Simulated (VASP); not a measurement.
OSZICAR of a VASP run on LiH (rock salt):

File OSZICAR:
```
       N       E                     dE             d eps       ncg     rms          rms(c)
DAV:   1    -0.159828344505E+01   -0.15983E+01   -0.13399E+03   696   0.589E+02
DAV:   2    -0.628945567085E+01   -0.46912E+01   -0.44932E+01  1008   0.662E+01
DAV:   3    -0.636903491969E+01   -0.79579E-01   -0.79579E-01   756   0.776E+00
DAV:   4    -0.636997666113E+01   -0.94174E-03   -0.94174E-03   960   0.755E-01
DAV:   5    -0.636998241709E+01   -0.57560E-05   -0.57560E-05   780   0.403E-02    0.288E+00
DAV:   6    -0.618675671194E+01    0.18323E+00   -0.15437E-01   780   0.179E+00    0.145E+00
DAV:   7    -0.612512741987E+01    0.61629E-01   -0.20524E-01   846   0.230E+00    0.222E-01
DAV:   8    -0.612703386048E+01   -0.19064E-02   -0.58223E-03   810   0.681E-01    0.441E-02
DAV:   9    -0.612698620765E+01    0.47653E-04   -0.25908E-04   954   0.922E-02    0.105E-02
DAV:  10    -0.612698217012E+01    0.40375E-05   -0.75813E-06   768   0.244E-02    0.215E-03
DAV:  11    -0.612698111631E+01    0.10538E-05   -0.37506E-07   936   0.603E-03    0.695E-04
DAV:  12    -0.612697994474E+01    0.11716E-05   -0.13040E-08   360   0.133E-03    0.973E-04
DAV:  13    -0.612698049928E+01   -0.55454E-06   -0.23449E-08   336   0.110E-03    0.694E-05
DAV:  14    -0.612698053638E+01   -0.37107E-07   -0.10282E-09   336   0.348E-04
   1 F= -.61269805E+01 E0= -.61269805E+01  d E =-.178677E-13
```

### Question
Which electronic solver shows in the log?

### Answer
It is blocked Davidson (ALGO = Normal, or the opening steps of other solvers). The INCAR had ALGO = Normal.

### Question
Can the final energy be trusted as converged?

### Answer
The run converged. It stopped with EDIFF = 1E-7, NELM = 100 (PBE GGA, plane waves, VASP's PBE PAW potentials (set 64)).

The compound is LiH in the rock salt structure. It was relaxed first, which changed the volume by -6 %.
